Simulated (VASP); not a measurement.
# CoTePb2F6: single point with PBE

The system is CoTePb2F6.

```xyz
10
Lattice="-2.9781 2.9781 4.2104 2.9781 -2.9781 4.2104 2.9781 2.9781 -4.2104" Properties=species:S:1:pos:R:3 pbc="T T T"
Pb    2.9781    0.0000    2.1052
Pb    0.0000    2.9781    2.1052
Co    0.0000    0.0000    0.0000
Te    0.0000    0.0000    4.2104
F     1.5573    1.5573    0.0000
F     1.4209   -1.4209    4.2104
F     1.4209    1.4209    4.2104
F    -1.4209    1.4209    4.2104
F     0.0000    0.0000    2.1861
F     0.0000    0.0000    6.2348
```

The cell was built by a generator and needn't be a form met in nature.

```json
{
  "Program": "VASP 6.6.1",
  "Task": "single point",
  "Functional": "PBE",
  "Potentials or basis": "VASP PAW PBE potentials, release 64 (Pb_d, Co, Te, F)",
  "Cutoff": "520 eV",
  "k mesh": "8 × 8 × 8",
  "Occupations": "fermi-dirac, width 0.0572 eV",
  "Spin": "no spin polarisation",
  "Dipole correction": "no",
  "Further INCAR settings": "ALGO = Normal; EDIFF = 1e-06; NBANDS = 54"
}
```

- Pressure: 18.8 GPa
- Largest force: 2.729 eV/Å
- Band gap on the k mesh: none (metal or under the smearing width)

Forces on the atoms (eV/Å):
```
Pb   0.000  0.000  0.000
Pb   0.000  0.000  0.000
Co   0.000  0.000  0.000
Te   0.000  0.000  0.000
F   -1.930 -1.930  0.000
F    1.930 -1.930  0.000
F    1.930  1.930  0.000
F   -1.930  1.930  0.000
F    0.000  0.000 -2.559
F    0.000  0.000  2.559
```

Stress tensor (GPa, compression positive):
```
19.01  0.00  0.00
 0.00 19.01  0.00
 0.00  0.00 18.28
```

Levels at points of the mesh, in eV from the Fermi level:
```tsv
k point	band 39	band 40	band 41	band 42	band 43	band 44	band 45	band 46	band 47	band 48
(0.00, 0.00, 0.00)	-0.55	-0.55	0.10	0.11	1.21	1.21	1.21	1.41	1.50	1.50
(0.50, 0.00, 0.00)	-0.54	-0.54	-0.29	-0.29	-0.16	0.33	1.09	1.10	1.10	1.11
(0.50, 0.50, 0.00)	-0.52	-0.52	-0.52	-0.30	-0.29	0.12	0.45	1.60	2.06	2.06
(0.50, 0.50, 0.50)	-0.51	-0.51	-0.51	-0.29	-0.29	0.11	0.46	1.60	2.06	2.06
```

It took 24 min on 1 thread of AMD EPYC 7R13 Processor (Zen 3), with other jobs on the host, peak memory 0.57 GiB.

Caveat: so large a pressure means that the cell lies far from this level's equilibrium, or that cutoff or potentials fall short; an odd number of electrons without spin polarisation forces a metal; a magnetic or distorted state may lie lower; the run has no spin polarisation, though such a crystal can be magnetic; semilocal functionals often make such compounds metallic where correlation or magnetic order opens a gap, which also shifts bond lengths. Spin polarisation is off, so any magnetic state and its effect on volume and gap are missing.
